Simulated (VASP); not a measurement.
Here is the system:

```xyz
2
Lattice="0.0000 2.2765 2.2765 2.2765 0.0000 2.2765 2.2765 2.2765 0.0000" Properties=species:S:1:pos:R:3 pbc="T T T"
Hf     0.0000     0.0000     0.0000
N      2.2765     2.2765     2.2765
```

These are revPBE GGA, VASP's PBE PAW potentials (set 64) (plane waves; VASP) values and carry that method's errors. Numerical set-up: 520 eV cut-off, Gaussian smearing of 0.050 eV, potentials Hf_pv N.

Task: Give the energies of bands 5 to 10 at the high-symmetry points, in eV from the Fermi level.

Result: 
| band | Γ | X | U | L | W |
|---|---|---|---|---|---|
| 5 | -3.05 | -5.47 | -6.31 | -8.79 | -6.11 |
| 6 | -3.05 | -3.73 | -5.56 | -6.11 | -5.49 |
| 7 | -3.05 | -3.73 | -4.94 | -6.11 | -5.49 |
| 8 | -0.36 | -3.73 | -0.87 | 3.15 | 1.06 |
| 9 | -0.36 | 3.95 | 3.73 | 3.56 | 1.06 |
| 10 | -0.36 | 5.30 | 4.29 | 3.56 | 5.27 |

It has no gap at this level: it comes out as a metal or semimetal.

The compound is HfN in the rock salt structure. It was relaxed first. The electron count is odd and the run is not spin-polarised, which forces a metal.
